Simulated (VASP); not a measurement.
A VASP calculation is set up with these files.

KPOINTS:
```
kpoints
0
G
5 8 5
0 0 0
```

File POSCAR:
```
LaMg
1.0
  5.6154700000   0.0000000000   0.0000000000
  0.0000000000   3.8014600000   0.0000000000
  0.0000000000   0.0000000000   5.7890100000
La Mg
2 2
Cart
  4.1534599236   0.0304610990   4.5630424073
  1.4520706945  -0.0700190917   1.2055381765
  1.4382566383   1.8763588399   4.0230203984
  4.1871527436   1.9646591528   1.7864248069
```

INCAR:
```
# general
SYSTEM =LaMg
PREC   =Accurate
ENCUT  =300   # plane-wave cut-off (eV)
LREAL  =F   # projection in real space or not
LASPH  =T   # aspherical one-centre terms

# electronic loop
EDIFF  =1E-6
NELM   =100   # most electronic steps
ALGO   =Normal   # blocked Davidson
LMAXMIX=6

# smearing
ISMEAR =0   # Gaussian
SIGMA  =0.05   # width (eV)

# ions
ISIF   =2   # forces and stress, cell fixed

# output
LWAVE  =F
LCHARG =F
```

POTCAR, in this order: La Mg (LDA.64 set). Program: vasp_std.

**Question.** Translate this LDA calculation to Ansatz.

**Answer.** One equivalent input (not run):
Ansatz 0.2 input:
```yaml
crystal:
  lattice:
    - [5.6154700, 0.0000000, 0.0000000]
    - [0.0000000, 3.8014600, 0.0000000]
    - [0.0000000, 0.0000000, 5.7890100]
  atoms:
    - { symbol: La, position: [0.7396460, 0.0080130, 0.7882250] }
    - { symbol: La, position: [0.2585840, -0.0184190, 0.2082460] }
    - { symbol: Mg, position: [0.2561240, 0.4935890, 0.6949410] }
    - { symbol: Mg, position: [0.7456460, 0.5168170, 0.3085890] }
kpoints:
  mp_grid: { grid: [5, 8, 5] }
hamiltonian:
  xc: lda
  pseudopotentials: { kind: paw }
scf:
  occupations: { method: gaussian, width: 0.05 }
  max_iter: 100
output: { forces: true, stress: true, eigenvalues: true }
```
What does not carry over: each code has its own PAW files, so the cut-off isn't converted (ENCUT is set for VASP's; basis.ecutwfc is left out, and Ansatz then takes the one that its files recommend); Ansatz stops its SCF on the density residual and VASP on the energy change (EDIFF); Ansatz's lda is the Perdew-Wang form, while the LDA potentials of VASP carry Perdew-Zunger's.

The structure comes from a computed database's LaMg entry (Pmma); how it stands against other phases isn't given here. The cell was not relaxed at this level, atoms are displaced from their ideal sites.
